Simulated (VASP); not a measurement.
Input for VASP

### INCAR
```
# general
SYSTEM   =  Bi
PREC     =  Accurate
ENCUT    =  400   # plane-wave cut-off (eV)
LREAL    =  .FALSE.   # projection in real space or not
LASPH    =  .TRUE.   # aspherical one-centre terms

# electronic loop
EDIFF    =  1E-6
NELM     =  100
ALGO     =  Normal   # blocked Davidson
LMAXMIX  =  4

# smearing
ISMEAR   =  1   # Methfessel-Paxton
SIGMA    =  0.1   # width (eV)

# functional
GGA      =  PS

# ions
IBRION   =  2   # conjugate gradients
NSW      =  60   # most ionic steps
ISIF     =  3   # ions, shape and volume
EDIFFG   =  -0.01   # ionic stop

# output
LWAVE    =  .FALSE.
LCHARG   =  .FALSE.
```

**POSCAR**
```
Bi
1
    3.5630040000     0.0000000000     0.0000000000
   -1.7815020000     3.0856520000     0.0000000000
    0.0000000000     0.0000000000     5.7848720000
Bi
2
Direct
  0.3333330000   0.6666670000   0.2500000000
  0.6666670000   0.3333330000   0.7500000000
```

File KPOINTS:
```
Automatic mesh
0
Gamma
11 11 6
0 0 0
```

POTCAR, in this order: Bi_d (PBE.64 set). Program: vasp_std.

Translate this PBEsol calculation to Ansatz.

One equivalent input (not run):
Ansatz 0.2 input:
```yaml
crystal:
  lattice:
    - [3.5630040, 0.0000000, 0.0000000]
    - [-1.7815020, 3.0856520, 0.0000000]
    - [0.0000000, 0.0000000, 5.7848720]
  atoms:
    - { symbol: Bi, position: [0.3333330, 0.6666670, 0.2500000] }
    - { symbol: Bi, position: [0.6666670, 0.3333330, 0.7500000] }
kpoints:
  mp_grid: { grid: [11, 11, 6] }
hamiltonian:
  xc: pbesol
  pseudopotentials: { kind: paw }
scf:
  occupations: { method: methfessel_paxton, width: 0.1 }
  max_iter: 100
relax:
  max_steps: 60
  f_tol: 0.01
  cell: {}
output: { forces: true, stress: true, eigenvalues: true }
```
Limits of the translation: each code has its own PAW files, so the cut-off isn't converted (ENCUT is set for VASP's; basis.ecutwfc is left out, and Ansatz then takes the one that its files recommend); Ansatz stops its SCF on the density residual and VASP on the energy change (EDIFF).

The structure was generated: Bi was put into the hcp type (P6_3/mmc), which need not be its known phase. This run relaxes it. Symmetry was kept, so distortions that lower it aren't found.
